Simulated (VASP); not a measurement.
Given:

```yaml
crystal:
  lattice:
    - [0.00000, 3.28350, 3.28350]
    - [3.28350, 0.00000, 3.28350]
    - [3.28350, 3.28350, 0.00000]
  atoms:
    - { symbol: Cd, position: [0.00000, 0.00000, 0.00000] }
    - { symbol: Te, position: [0.25000, 0.25000, 0.25000] }
```

Level of theory: rev-vdW-DF2, VASP's PBE PAW potentials (set 64) (plane waves; VASP 6.6.1). Run with 520 eV cut-off, Gaussian smearing of 0.050 eV, potentials Cd Te.

Unless said otherwise, spin-orbit coupling is left out, though it shifts the bands of the heavy elements here.

Question: Give the energies of bands 7 to 12 at the high-symmetry points, in eV from the valence-band maximum.

Answer: 
```csv
band,Γ,X,U,L,W
7,0.00,-4.15,-4.05,-4.24,-4.03
8,0.00,-1.74,-2.41,-0.72,-2.19
9,0.00,-1.74,-1.44,-0.72,-2.06
10,0.51,2.57,2.82,1.67,4.05
11,4.59,2.59,4.38,5.15,4.58
12,4.59,8.50,7.17,5.15,5.43
```

The gap is direct, 0.50 eV, from the valence maximum at Γ to the conduction minimum at Γ.

Measured: gap 1.63 eV (computed value off by -1.13 eV), as given by Anna Miglio et al., npj Computational Materials (2020), arXiv:2011.12765 [zero-point renormalisation of 16 meV (experimental, the table's column) added back].

The compound is CdTe in the zinc blende structure. It was relaxed first.
